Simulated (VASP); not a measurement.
VASP ran on this input.

INCAR:
```
! general
SYSTEM  = SnTe
PREC    = Accurate
ENCUT   = 400
LREAL   = F   ! projection in real space or not
LASPH   = T   ! aspherical one-centre terms

! electronic loop
EDIFF   = 1E-8
NELM    = 100   ! most electronic steps
ALGO    = Normal   ! blocked Davidson
LMAXMIX = 4

! smearing
ISMEAR  = 1   ! Methfessel-Paxton
SIGMA   = 0.1

! ions
IBRION  = 1   ! quasi-Newton
NSW     = 30
ISIF    = 2   ! forces and stress, cell fixed
EDIFFG  = -0.001

! output
LWAVE   = F
LCHARG  = F
```

### POSCAR
```
SnTe
1
    0.0000000000     3.5018528796     3.5018528796
    3.5018528796     0.0000000000     3.5018528796
    3.5018528796     3.5018528796     0.0000000000
Sn Te
1 1
Direct
  0.0000000000   1.0000000000   1.0000000000
  0.7500000000   0.7500000000   0.7500000000
```

**KPOINTS**
```
Automatic mesh
0
Gamma
8 8 8
0 0 0
```

POTCAR, in this order: Sn_d Te (LDA.64 set). Program: vasp_std.

Question: Translate this LDA calculation to Quantum ESPRESSO's pw.x.

Answer: One equivalent input (not run):
```
&CONTROL
  calculation = 'relax'
  pseudo_dir = './pseudo'
  outdir = './out'
  tprnfor = .true.
  tstress = .true.
  nstep = 30
  forc_conv_thr = 3.9e-05
/
&SYSTEM
  ibrav = 0
  nat = 2
  ntyp = 2
  ecutwfc = 82.3
  occupations = 'smearing'
  smearing = 'methfessel-paxton'
  degauss = 0.00735
  input_dft = 'pz'
/
&ELECTRONS
  conv_thr = 7.3e-10
  electron_maxstep = 100
/
&IONS
/
ATOMIC_SPECIES
  Sn 118.710 Sn.upf
  Te 127.600 Te.upf
CELL_PARAMETERS angstrom
     0.0000000    3.5018529    3.5018529
     3.5018529    0.0000000    3.5018529
     3.5018529    3.5018529    0.0000000
ATOMIC_POSITIONS crystal
  Sn   0.0000000  1.0000000  1.0000000
  Te   0.7500000  0.7500000  0.7500000
K_POINTS automatic
  8 8 8 0 0 0
```
Limits of the translation: the potentials are each code's own (VASP's PAW set, PseudoDojo norm-conserving files in pw.x), so ENCUT and ecutwfc are chosen apart and not converted; conv_thr bounds pw.x's estimated SCF error, while EDIFF bounds the energy change between steps; forc_conv_thr acts on force components and is met together with etot_conv_thr.

The structure comes from a computed database's SnTe entry (F-43m); how it stands against other phases isn't given here. It was relaxed first, which changed the volume by -9 %. The start is the result of an earlier pass.
